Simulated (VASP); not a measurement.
Data:

```
CrO2
1.0
    4.39745     0.00000     0.00000
    0.00000     4.39745     0.00000
    0.00000     0.00000     2.91414
Cr O
2 4
Cartesian
  0.00000   0.00000   0.00000
  2.19872   2.19872   1.45707
  1.33057   1.33057   0.00000
  3.52930   0.86815   1.45707
  0.86815   3.52930   1.45707
  3.06687   3.06687   0.00000
```
Starting moments (μB, in the order of the record's atoms Cr Cr O O O O): 2.3 2.3 -0.1 -0.1 -0.1 -0.1.

Level of theory: r2SCAN+rVV10, VASP's PBE PAW potentials (set 64) (plane waves; VASP). Numerical set-up: 520 eV cut-off, 7×7×10 Γ-centred mesh, first-order Methfessel-Paxton smearing of 0.10 eV, potentials Cr_pv O.

Q: Predict the cell moment, energy per atom (σ→0), band gap (on the k-mesh) with the smallest direct gap where there is one.

A: 
```json
{
 "band gap (on the k-mesh)": "none (metal, semimetal or under 0.01 eV)",
 "cell_moment": "4.00 μB",
 "energy per atom (σ→0)": "-10.989 eV/atom"
}
```

Q: Give the moment on each site (PAW-sphere projection).

A: 
| site | moment (μB) |
|---|---|
| Cr1 | 2.35 |
| Cr2 | 2.35 |
| O3 | -0.12 |
| O4 | -0.12 |
| O5 | -0.12 |
| O6 | -0.12 |

Total energies compare only between runs with the same potentials, cut-off and functional.

The compound is CrO2 in the rutile structure. It was relaxed first.
